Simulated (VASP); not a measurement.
OSZICAR of a VASP run on Ni$_{3}$Si (L1_2):

OSZICAR:
```
       N       E                     dE             d eps       ncg     rms          rms(c)
DAV:   1     0.197757903267E+03    0.19776E+03   -0.15455E+04  1486   0.217E+03
DAV:   2    -0.205170941189E+02   -0.21827E+03   -0.21039E+03  1470   0.376E+02
DAV:   3    -0.315738666871E+02   -0.11057E+02   -0.10720E+02  1605   0.115E+02
DAV:   4    -0.318243317482E+02   -0.25047E+00   -0.24964E+00  1694   0.153E+01
DAV:   5    -0.318340084488E+02   -0.96767E-02   -0.96755E-02  1800   0.288E+00    0.222E+01
DAV:   6    -0.308494673536E+02    0.98454E+00   -0.51718E+01  1663   0.123E+02    0.151E+01
DAV:   7    -0.279975225619E+02    0.28519E+01   -0.14770E+01  1623   0.669E+01    0.512E+00
DAV:   8    -0.279021409738E+02    0.95382E-01   -0.61383E-01  1647   0.713E+00    0.151E+00
DAV:   9    -0.278839895219E+02    0.18151E-01   -0.30809E-02  2054   0.251E+00    0.586E-01
DAV:  10    -0.278814525642E+02    0.25370E-02   -0.35631E-03  1968   0.490E-01    0.256E-01
DAV:  11    -0.278808857783E+02    0.56679E-03   -0.77978E-04  2259   0.366E-01    0.639E-02
DAV:  12    -0.278808817777E+02    0.40006E-05   -0.12751E-04  1700   0.146E-01    0.175E-02
DAV:  13    -0.278808808954E+02    0.88230E-06   -0.84306E-06  1689   0.221E-02
   1 F= -.23023163E+02 E0= -.23023416E+02  d E =-.230232E+02
       N       E                     dE             d eps       ncg     rms          rms(c)
DAV:   1    -0.317030000406E+02   -0.38221E+01   -0.54967E+01  1510   0.119E+02    0.191E+01
DAV:   2    -0.296081643991E+02    0.20948E+01   -0.43079E+01  1645   0.119E+02    0.102E+01
DAV:   3    -0.275007665959E+02    0.21074E+01   -0.10267E+01  1600   0.581E+01    0.324E+00
DAV:   4    -0.273775124884E+02    0.12325E+00   -0.39335E-01  1756   0.628E+00    0.138E+00
DAV:   5    -0.273532022808E+02    0.24310E-01   -0.21561E-02  2142   0.203E+00    0.581E-01
DAV:   6    -0.273506833475E+02    0.25189E-02   -0.55866E-03  1672   0.775E-01    0.114E-01
DAV:   7    -0.273506834077E+02   -0.60276E-07   -0.42313E-04  1616   0.219E-01    0.570E-02
DAV:   8    -0.273506797927E+02    0.36150E-05   -0.79829E-05  1664   0.636E-02    0.174E-02
DAV:   9    -0.273506775610E+02    0.22317E-05   -0.28502E-05  1750   0.854E-02    0.798E-03
DAV:  10    -0.273506768282E+02    0.73275E-06   -0.27459E-06  1260   0.299E-02
   2 F= -.22911155E+02 E0= -.22911452E+02  d E =0.112007E+00
       N       E                     dE             d eps       ncg     rms          rms(c)
DAV:   1    -0.298330448233E+02   -0.24824E+01   -0.24849E+01  1495   0.861E+01    0.126E+01
DAV:   2    -0.293104564996E+02    0.52259E+00   -0.25548E+01  1662   0.856E+01    0.836E+00
DAV:   3    -0.278224250789E+02    0.14880E+01   -0.59356E+00  1658   0.443E+01    0.239E+00
DAV:   4    -0.277897685788E+02    0.32657E-01   -0.23098E-01  1569   0.399E+00    0.128E+00
DAV:   5    -0.277751408490E+02    0.14628E-01   -0.29227E-02  1898   0.286E+00    0.323E-01
DAV:   6    -0.277742821824E+02    0.85867E-03   -0.38320E-03  1600   0.766E-01    0.676E-02
DAV:   7    -0.277743330524E+02   -0.50870E-04   -0.18422E-04  2284   0.120E-01    0.423E-02
DAV:   8    -0.277743355755E+02   -0.25231E-05   -0.40171E-06  1496   0.181E-02    0.661E-03
DAV:   9    -0.277743358063E+02   -0.23071E-06   -0.16722E-06  1219   0.133E-02
   3 F= -.23061409E+02 E0= -.23061675E+02  d E =-.382461E-01
```

**Question.** Which electronic solver shows in the log?

**Answer.** It is blocked Davidson (ALGO = Normal, or the opening steps of other solvers). The INCAR had ALGO = Normal.

**Question.** How was spin treated?

**Answer.** Without spin polarisation: there is no mag entry.

**Question.** Can the final energy be trusted as converged?

**Answer.** The calculation finished and met its thresholds. It stopped with EDIFF = 1E-6, NELM = 100, NSW = 40 and EDIFFG = -0.02 after 3 ionic steps (LDA (Ceperley-Alder, Perdew-Zunger), plane waves, VASP's LDA PAW potentials (set 64)). Energy and stress use the plane-wave basis of the starting cell.

The compound is Ni3Si in the L1_2 structure. This run relaxes it under an external pressure of 20 GPa. Symmetry was kept, so distortions that lower it aren't found. The run is not spin-polarised, so no magnetic state was tried.
